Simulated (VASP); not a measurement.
Given:

```xyz
5
Lattice="-2.2451 2.2451 5.5682 2.2451 -2.2451 5.5682 2.2451 2.2451 -5.5682" Properties=species:S:1:pos:R:3 pbc="T T T"
Ba     0.0000     0.0000     0.0000
Al     0.0000     2.2451     2.7841
Al     2.2451     0.0000     2.7841
Al     0.0000     0.0000     4.2483
Al     0.0000     0.0000     6.8882
```

Method: LDA (Ceperley-Alder, Perdew-Zunger), VASP's LDA PAW potentials (set 64) (plane waves; VASP). Run with 400 eV cut-off, Gaussian smearing of 0.050 eV, potentials Ba_sv Al.

Unless said otherwise, spin-orbit coupling is left out, though it shifts the bands of the heavy elements here.

Predict the band gap (along the path) with the smallest direct gap where there is one.

```
Property                                                      Value
-------------------------  ----------------------------------------
band gap (along the path)  none (metal, semimetal or under 0.01 eV)
```

The compound is BaAl4 in the sg139 structure. It was relaxed first.
